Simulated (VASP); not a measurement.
Mg₂Ge (antifluorite), at 0.96 of the tabulated volume:

```xyz
3
Lattice="0.0000 3.1518 3.1518 3.1518 0.0000 3.1518 3.1518 3.1518 0.0000" Properties=species:S:1:pos:R:3 pbc="T T T"
Mg     1.5759     1.5759     1.5759
Mg     4.7277     4.7277     4.7277
Ge     0.0000     0.0000     0.0000
```

The lowest empty band near X, direction across the valley's axis, from mBJ (TB09) with spin-orbit coupling in VASP (PAW); its two spin partners are averaged. The gap over the points computed is 0.47 eV, and the next band on that side lies 0.48 eV away at the edge.

Numerical set-up: 400 eV cut-off, 7×7×7 Γ-centred mesh, Gaussian smearing of 0.050 eV, potentials Mg Ge_d.

```csv
distance from the edge in k (1/Å),distance in energy (meV)
0.018,6.0
0.025,11.6
0.035,22.8
0.050,46.3
0.070,89.9
```

Question: Fit E(1 + αE) = ħ²k²/2m* (ħ²/2m0 = 3.810 eV Å²) and predict the row at 0.095 1/Å.

Answer: Least squares on the energies gives the electron mass m* = 0.204 m0 and α = 0.20 per eV, and so 163.2 meV. The run gave 162.9 meV, -0.3 meV from the fit.

Left out are points under 3 meV from the edge, since the levels carry 0.1 meV, and points farther than half the way to the next band.

The compound is Mg2Ge in the antifluorite structure. The cell was not relaxed at this level.
